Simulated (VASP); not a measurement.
Method: PBEsol GGA, VASP's PBE PAW potentials (set 64) (plane waves; VASP 6.6.1).

The input files of a VASP run:

POSCAR:
```
Ni3Al
1.0
  3.5203344753   0.0000000000   0.0000000000
  0.0000000000   3.5203344753   0.0000000000
  0.0000000000   0.0000000000   3.5203344753
Al Ni
1 3
Cartesian
  0.0000000000   0.0000000000   0.0000000000
  0.0000000000   1.7601672376   1.7601672376
  1.7601672376   0.0000000000   1.7601672376
  1.7601672376   1.7601672376   0.0000000000
```

**INCAR**
```
SYSTEM  =  Ni3Al
PREC  =  Normal; ENCUT  =  400; LREAL  =  .FALSE.
LASPH  =  .TRUE.
EDIFF  =  1E-5; NELM  =  100; NELMIN  =  4
ALGO  =  Fast; LMAXMIX  =  4
ISMEAR  =  1; SIGMA  =  0.1
GGA  =  PS
MAGMOM  =  0.0 3*0.5
ISPIN  =  2
IBRION  =  2; NSW  =  20; ISIF  =  2
EDIFFG  =  -0.03
LWAVE  =  .FALSE.; LCHARG  =  .FALSE.; LORBIT  =  10
```

KPOINTS:
```
Automatic mesh
0
Gamma
12 12 12
0 0 0
```

POTCAR, in this order: Al Ni (PBE.64 set). Program: vasp_std.

### Question
What will the output report for the number of irreducible k-points (NKPTS), largest plane-wave count, number of space-group operations, FFT grid (NGX, NGY, NGZ)?

### Answer

The number of irreducible k-points (NKPTS) comes out as 84. The largest plane-wave count is 840. The number of space-group operations comes out as 48 and the FFT grid (NGX, NGY, NGZ) is 18 × 18 × 18.

The compound is Ni3Al in the L1_2 structure. It was relaxed first.
